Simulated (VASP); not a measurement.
An input for Ansatz (written as the equivalent of a VASP run, and not itself run):

Ansatz 0.2 input:
```yaml
crystal:
  lattice:
    - [4.0804588, 0.0000000, 0.0000000]
    - [-2.0402294, 3.5337811, 0.0000000]
    - [0.0000000, 0.0000000, 5.0805719]
  atoms:
    - { symbol: Se, position: [0.2475020, 0.0000000, 0.1666670] }
    - { symbol: Se, position: [0.0000000, 0.2475020, 0.8333330] }
    - { symbol: Se, position: [0.7524980, 0.7524980, 0.5000000] }
kpoints:
  mp_grid: { grid: [6, 6, 4] }
hamiltonian:
  xc: r2scan
  pseudopotentials: { kind: paw }
scf:
  occupations: { method: gaussian, width: 0.05 }
  max_iter: 100
relax:
  max_steps: 60
  f_tol: 0.02
  cell: {}
output: { forces: true, stress: true, eigenvalues: true }
```

**Question.** Translate this input to VASP (INCAR, KPOINTS, POSCAR, choice of POTCAR).

**Answer.** One answer among several that fit: 
**INCAR**
```
# general
SYSTEM   =  Se
PREC     =  Accurate
ENCUT    =  400
LREAL    =  .FALSE.
LASPH    =  .TRUE.

# electronic loop
EDIFF    =  1E-6
NELM     =  100
ALGO     =  Normal
LMAXMIX  =  4
LMIXTAU  =  .TRUE.

# smearing
ISMEAR   =  0
SIGMA    =  0.05

# functional
METAGGA  =  R2SCAN

# ions
IBRION   =  2
NSW      =  60
ISIF     =  3
EDIFFG   =  -0.02

# output
LWAVE    =  .FALSE.
LCHARG   =  .FALSE.
```

POSCAR:
```
Se
1.0
  4.0804588291   0.0000000000   0.0000000000
 -2.0402294146   3.5337811208   0.0000000000
  0.0000000000   0.0000000000   5.0805718755
Se
3
Cartesian
  1.0099215661   0.0000000000   0.8467636728
 -0.5049607830   0.8746177607   4.2338082027
  1.5352686315   2.6591633601   2.5402859377
```

File KPOINTS:
```
Automatic mesh
0
Gamma
6 6 4
0 0 0
```

POTCAR, in this order: Se (PBE.64 set). Program: vasp_std.

The two are equivalent in intent, not identical: each code has its own PAW files, so the cut-off isn't converted (ENCUT is set for VASP's; basis.ecutwfc is left out, and Ansatz then takes the one that its files recommend); Ansatz stops its SCF on the density residual and VASP on the energy change (EDIFF).

The structure comes from a measured Se entry (P3_221) of the Crystallography Open Database, whose conditions weren't checked. This run relaxes it. Symmetry was kept, so distortions that lower it aren't found. The start is the result of an earlier pass.
